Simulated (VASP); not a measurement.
Output of a VASP run:

OSZICAR:
```
       N       E                     dE             d eps       ncg     rms          rms(c)
DAV:   1     0.829953765546E+02    0.82995E+02   -0.67143E+03   641   0.114E+03
DAV:   2     0.513561764635E+01   -0.77860E+02   -0.74028E+02   679   0.241E+02
DAV:   3    -0.128679145565E+01   -0.64224E+01   -0.63840E+01   782   0.701E+01
DAV:   4    -0.146309016242E+01   -0.17630E+00   -0.17619E+00   738   0.125E+01
DAV:   5    -0.146851135663E+01   -0.54212E-02   -0.54211E-02   765   0.225E+00    0.140E+00
DAV:   6    -0.139727325173E+01    0.71238E-01   -0.10786E-01   725   0.192E+00    0.897E-01
DAV:   7    -0.138841961074E+01    0.88536E-02   -0.76549E-02   740   0.163E+00    0.535E-01
DAV:   8    -0.139063158828E+01   -0.22120E-02   -0.48855E-03   653   0.763E-01    0.150E-01
DAV:   9    -0.139057927702E+01    0.52311E-04   -0.15833E-04   740   0.137E-01    0.433E-02
DAV:  10    -0.139058751523E+01   -0.82382E-05   -0.40643E-05   737   0.680E-02    0.104E-02
DAV:  11    -0.139058723039E+01    0.28484E-06   -0.53297E-06   686   0.225E-02    0.266E-03
DAV:  12    -0.139058738357E+01   -0.15318E-06   -0.39637E-07   704   0.526E-03    0.140E-03
DAV:  13    -0.139058744240E+01   -0.58832E-07   -0.67984E-09   385   0.932E-04
   1 F= -.13905874E+01 E0= -.13905874E+01  d E =0.000000E+00
```

### OUTCAR
```
------------------------ aborting loop because EDIFF is reached ----------------------------------------
  FORCE on cell =-STRESS in cart. coord.  units (eV):
  Direction    XX          YY          ZZ          XY          YZ          ZX
  --------------------------------------------------------------------------------------
  Total       -0.0221770     -0.0221770     -0.0221770      0.0000000      0.0000000      0.0000000
  in kB       -0.5315508     -0.5315508     -0.5315508      0.0000000      0.0000000      0.0000000
  external PRESSURE =      -0.5315508 kB  Pullay stress =       0.0000000 kB
  volume of cell :       66.84
      direct lattice vectors                 reciprocal lattice vectors
     0.000000000  3.221162607  3.221162607    -0.155223458  0.155223458  0.155223458
     3.221162607  0.000000000  3.221162607     0.155223458 -0.155223458  0.155223458
     3.221162607  3.221162607  0.000000000     0.155223458  0.155223458 -0.155223458
  FREE ENERGIE OF THE ION-ELECTRON SYSTEM (eV)
  ---------------------------------------------------
  free  energy   TOTEN  =        -1.3905874424 eV

  energy  without entropy=       -1.3905874424  energy(sigma->0) =       -1.39058744

 total charge

# of ion       s       p       d       tot
------------------------------------------
    1        0.043   5.974   0.000   6.017
    2        1.501   2.851   0.003   4.355
--------------------------------------------------
tot          1.545   8.825   0.003  10.372
```
(Selected blocks of OUTCAR.)

**POSCAR**
```
NaI
1
    0.0000000000     3.2211626071     3.2211626071
    3.2211626071     0.0000000000     3.2211626071
    3.2211626071     3.2211626071     0.0000000000
Na I
1 1
Direct
  0.0000000000   0.0000000000   0.0000000000
  0.5000000000   0.5000000000   0.5000000000
```

Q: Write an INCAR and KPOINTS that could have produced this output.

A: This is not unique; one that fits is the input of the run itself, optB88-vdW, plane waves, VASP's PBE PAW potentials (set 64).

File KPOINTS:
```
Automatic mesh
0
Gamma
8 8 8
0 0 0
```

### INCAR
```
SYSTEM = NaI
PREC = Accurate
ENCUT = 520
EDIFF = 1E-7
NELM = 100
ALGO = Normal
LREAL = .FALSE.
LASPH = .TRUE.
ISMEAR = -5
GGA = BO
PARAM1 = 0.1833333333
PARAM2 = 0.22
LUSE_VDW = .TRUE.
AGGAC = 0.0
LMAXMIX = 4
LWAVE = .FALSE.
LCHARG = .TRUE.
LORBIT = 11
NEDOS = 601
ISIF = 2
```

POTCAR, in this order: Na_pv I (PBE.64 set). Program: vasp_std.

The compound is NaI in the rock salt structure. It was relaxed first.
